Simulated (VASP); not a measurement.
Given:

```
CELL_PARAMETERS angstrom
      3.95869     0.00000     0.00000
     -1.97935     3.42833     0.00000
      0.00000     0.00000     6.52059
ATOMIC_POSITIONS crystal
  Be 0.66667 0.33333 0.50047
  Be 0.33333 0.66667 0.00047
  Te 0.66667 0.33333 0.87453
  Te 0.33333 0.66667 0.37453
```

Computed with PBEsol GGA, VASP's PBE PAW potentials (set 64) (plane waves; VASP). Numerical set-up: 400 eV cut-off, Gaussian smearing of 0.050 eV, potentials Be Te.

Unless said otherwise, spin-orbit coupling is left out, though it shifts the bands of the heavy elements here.

Task: Give the energies of bands 3 to 11 at the high-symmetry points, in eV from the valence-band maximum.

Result: 
| band | Γ | M | K | A | L | H |
|---|---|---|---|---|---|---|
| 3 | -5.74 | -5.36 | -4.69 | -3.50 | -5.50 | -5.11 |
| 4 | -1.27 | -4.60 | -4.46 | -3.50 | -5.50 | -5.11 |
| 5 | -1.27 | -3.92 | -4.46 | -0.73 | -2.13 | -4.01 |
| 6 | -0.17 | -2.76 | -3.07 | -0.73 | -2.13 | -4.01 |
| 7 | 0.00 | -2.44 | -3.07 | -0.73 | -2.12 | -1.74 |
| 8 | 0.00 | -1.24 | -2.98 | -0.73 | -2.12 | -1.74 |
| 9 | 2.72 | 2.10 | 2.16 | 3.19 | 2.40 | 3.23 |
| 10 | 3.34 | 3.71 | 6.05 | 3.19 | 2.40 | 3.23 |
| 11 | 3.34 | 4.21 | 6.05 | 4.18 | 3.36 | 4.74 |

The gap is indirect, 2.10 eV, from the valence maximum at Γ to the conduction minimum at M.

The structure comes from a computed database's BeTe entry (P6_3mc); how it stands against other phases isn't given here. It was relaxed first.
